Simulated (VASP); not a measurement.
This VASP 6.6.1 run on SrB3Pt needs a look.

Contents of run.py:

```python
from ase import Atoms
from ase.calculators.vasp import Vasp
from ase.dft.bandgap import bandgap

atoms = Atoms(
    ['Sr', 'B', 'B', 'B', 'Pt'],
    cell=[[4.23469, 0.0, 0.0], [0.0, 4.23469, 0.0], [0.0, 0.0, 4.23469]],
    scaled_positions=[[0.0, 0.0, 0.0], [0.0, 0.5, 0.5], [0.5, 0.0, 0.5], [0.5, 0.5, 0.0], [0.5, 0.5, 0.5]],
    pbc=True,
)
calc = Vasp(
    directory='calc',
    xc='pbesol',
    pp='PBE',
    setups={'base': 'minimal', 'B': '_s'},
    prec='Accurate',
    encut=400,
    ediff=1e-06,
    ismear=0,
    sigma=0.05,
    lreal=False,
    lasph=True,
    nelm=77,
    algo='Normal',
    isif=2,
    lwave=False,
    lcharg=True,
    lmaxmix=4,
    ivdw=12,
    kpts=[6, 6, 6],
    gamma=True,
    nelect=26.0,
)
atoms.calc = calc

print('energy (eV):', atoms.get_potential_energy())
print('free energy (eV):', atoms.get_potential_energy(force_consistent=True))
efermi = calc.get_fermi_level()
print('Fermi level (eV):', efermi)
path = atoms.cell.bandpath(npoints=60, eps=1e-4)
print('path:', path.path)
calc.set(kpts=path.kpts, reciprocal=True, icharg=11, isym=0, lcharg=False)
calc.calculate(atoms)
print('gap on the path (eV):', bandgap(calc, efermi=efermi)[0])
print('direct gap on the path (eV):', bandgap(calc, efermi=efermi, direct=True)[0])
```

Potentials or basis: VASP PAW PBE potentials, release 64 (Sr_sv, B_s, Pt).

Run with:

```console
$ python run.py
```

Output:

```text
energy (eV): -45.81823576
free energy (eV): -45.81823576
Fermi level (eV): 5.2641949
path: GXMGRX,MR
[... 3 lines left out ...]
```

OUTCAR:

```text
ENCUT = 400.000000
[... 681 lines left out ...]
  free  energy   TOTEN  =       -45.7495639511 eV

  energy  without entropy=      -45.7495639430  energy(sigma->0) =      -45.74956395
```

Question: What happened, and what is wrong with the input?

Answer: The run converged. The input holds a flaw that was put in on purpose: wrong number of electrons (NELECT = 26.000000). The program doesn't stop on it, so the numbers can't be trusted though the run ends normally.
